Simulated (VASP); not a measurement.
Here is the system:

```yaml
crystal:
  lattice:
    - [0.00000, 2.69494, 2.69494]
    - [2.69494, 0.00000, 2.69494]
    - [2.69494, 2.69494, 0.00000]
  atoms:
    - { symbol: Si, position: [0.25000, 0.25000, 0.25000] }
    - { symbol: Si, position: [0.75000, 0.75000, 0.75000] }
    - { symbol: Ni, position: [0.00000, 0.00000, 0.00000] }
```

The numbers are results of r2SCAN meta-GGA, VASP's PBE PAW potentials (set 64) (plane waves; VASP), not measurements. Settings: 520 eV cut-off, 11×11×11 Γ-centred mesh, tetrahedra with Blöchl corrections, potentials Si Ni.

Question: Predict the energy per atom (σ→0), band gap (over mesh and band path) with the smallest direct gap where there is one.

Answer: 
```yaml
band gap (over mesh and band path): none (metal, semimetal or under 0.01 eV)
energy per atom (σ→0): -10.178 eV/atom
```

The compound is NiSi2 in the fluorite structure. It was relaxed first. The run is not spin-polarised, so no magnetic state was tried.
